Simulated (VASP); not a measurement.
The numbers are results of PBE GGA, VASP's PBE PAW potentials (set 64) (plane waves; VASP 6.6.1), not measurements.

The input files of a VASP run:

### POSCAR
```
Nb
1.0
 -1.5812065730   1.5812065730   1.5812065730
  1.5812065730  -1.5812065730   1.5812065730
  1.5812065730   1.5812065730  -1.5812065730
Nb
1
Cart
 -1.5812065730   1.5812065730   1.5812065730
```

### KPOINTS
```
Automatic mesh
0
Gamma
16 16 16
0 0 0
```

**INCAR**
```
! general
SYSTEM  = Nb
PREC    = Accurate
ENCUT   = 500   ! plane-wave cut-off (eV)
LREAL   = F
LASPH   = T   ! aspherical one-centre terms

! electronic loop
EDIFF   = 1E-6   ! SCF stop (eV)
NELM    = 100   ! most electronic steps
ALGO    = Normal   ! blocked Davidson
LMAXMIX = 4

! smearing
ISMEAR  = 1   ! Methfessel-Paxton
SIGMA   = 0.1

! functional
GGA     = PE   ! PBE

! ions
IBRION  = 2
NSW     = 40   ! most ionic steps
ISIF    = 3
EDIFFG  = -0.02   ! ionic stop
PSTRESS = 300   ! kbar

! output
LWAVE   = F
LCHARG  = F
```

POTCAR, in this order: Nb_sv (PBE.64 set). Program: vasp_std.

Output of the run:

OSZICAR:
```
       N       E                     dE             d eps       ncg     rms          rms(c)
DAV:   1     0.116581861795E+03    0.11658E+03   -0.75247E+03  2916   0.128E+03
DAV:   2    -0.505383506375E+01   -0.12164E+03   -0.11846E+03  3128   0.447E+02
DAV:   3    -0.100564138180E+02   -0.50026E+01   -0.47383E+01  4192   0.765E+01
DAV:   4    -0.103187868605E+02   -0.26237E+00   -0.26035E+00  4064   0.157E+01
DAV:   5    -0.103289262684E+02   -0.10139E-01   -0.10125E-01  4284   0.262E+00    0.875E+00
DAV:   6    -0.100466803710E+02    0.28225E+00   -0.58195E-01  4490   0.107E+01    0.331E+00
DAV:   7    -0.100190636682E+02    0.27617E-01   -0.20440E-01  4498   0.636E+00    0.961E-01
DAV:   8    -0.100263707534E+02   -0.73071E-02   -0.14852E-02  3442   0.192E+00    0.468E-02
DAV:   9    -0.100264673269E+02   -0.96573E-04   -0.13852E-03  4748   0.310E-01    0.626E-02
DAV:  10    -0.100264925401E+02   -0.25213E-04   -0.43093E-05  3708   0.976E-02    0.282E-02
DAV:  11    -0.100264804068E+02    0.12133E-04   -0.10497E-05  3282   0.670E-02    0.500E-03
DAV:  12    -0.100264804515E+02   -0.44712E-07   -0.18245E-07  1738   0.623E-03
   1 F= -.70654935E+01 E0= -.70656037E+01  d E =-.706549E+01
```

### OUTCAR
```
------------------------ aborting loop because EDIFF is reached ----------------------------------------
  FORCE on cell =-STRESS in cart. coord.  units (eV):
  Direction    XX          YY          ZZ          XY          YZ          ZX
  --------------------------------------------------------------------------------------
  Total        2.9545521      2.9545521      2.9545521      0.0000000     -0.0000000      0.0000000
  in kB      299.3480343    299.3480343    299.3480343      0.0000000     -0.0000000      0.0000000
  external PRESSURE =      -0.6519657 kB  Pullay stress =     300.0000000 kB
  volume of cell :       15.81
      direct lattice vectors                 reciprocal lattice vectors
    -1.581206573  1.581206573  1.581206573     0.000000000  0.316214218  0.316214218
     1.581206573 -1.581206573  1.581206573     0.316214218  0.000000000  0.316214218
     1.581206573  1.581206573 -1.581206573     0.316214218  0.316214218  0.000000000
 POSITION                                       TOTAL-FORCE (eV/Angst)
 -----------------------------------------------------------------------------------
      0.00000      0.00000      0.00000        -0.000000      0.000000     -0.000000
 -----------------------------------------------------------------------------------
    total drift:                                0.000000     -0.000000      0.000000
  FREE ENERGIE OF THE ION-ELECTRON SYSTEM (eV)
  ---------------------------------------------------
  free  energy   TOTEN  =       -10.0264804515 eV

  energy  without entropy=      -10.0268111330  energy(sigma->0) =      -10.02659068
  enthalpy is  TOTEN    =        -7.0654934784 eV   P V=        2.9609869730

 reached required accuracy - stopping structural energy minimisation
```
(Selected blocks of OUTCAR.)

The compound is Nb in the bcc structure. It was relaxed first under an external pressure of 30 GPa.
